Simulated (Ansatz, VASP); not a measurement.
# Si6Te: VASP beside Ansatz

```
CELL_PARAMETERS angstrom
4.89551 0.00000 0.00000
0.00000 4.89551 0.00000
0.00000 0.00000 4.89551
ATOMIC_POSITIONS crystal
Si 0.79989 0.50000 0.50000
Si 0.20011 0.50000 0.50000
Si 0.50000 0.50000 0.79989
Si 0.50000 0.50000 0.20011
Si 0.50000 0.20011 0.50000
Si 0.50000 0.79989 0.50000
Te 0.00000 0.00000 0.00000
```

Change from the starting cell: species swapped into the PrB6 type (Pm-3m, No. 221).

Alike in both runs: task single point; functional PBE; k mesh 4 × 4 × 4; occupations gaussian, width 0.1 eV; no spin polarisation.

|  | VASP | Ansatz |
| --- | --- | --- |
| version | VASP 6.6.1 | Ansatz 0.2.0 |
| potentials or method | VASP PAW PBE potentials, release 64 (Si, Te) | scalar-relativistic, plane waves, PAW |
| plane-wave cutoff (eV) | 520 | 420 |
| valence electrons in the cell | 30 | 40 |

```csv
,VASP,Ansatz,Ansatz less VASP
gap on the k mesh at the Fermi level (eV),none,none,-
rms of the force components (eV/Å),1.984,1.990,+0.0065
```

Atom by atom the forces differ by 0.007 eV/Å (rms over components). A gap of «none» marks a metal or a gap that the smearing closes. The two sets of potentials don't hold the same shells in valence.

Caveats: forces of over 1 eV/Å show positions far from the minimum, so gaps and moduli don't describe the material at rest. The runs have no spin-orbit coupling, so splittings on Te are missing.
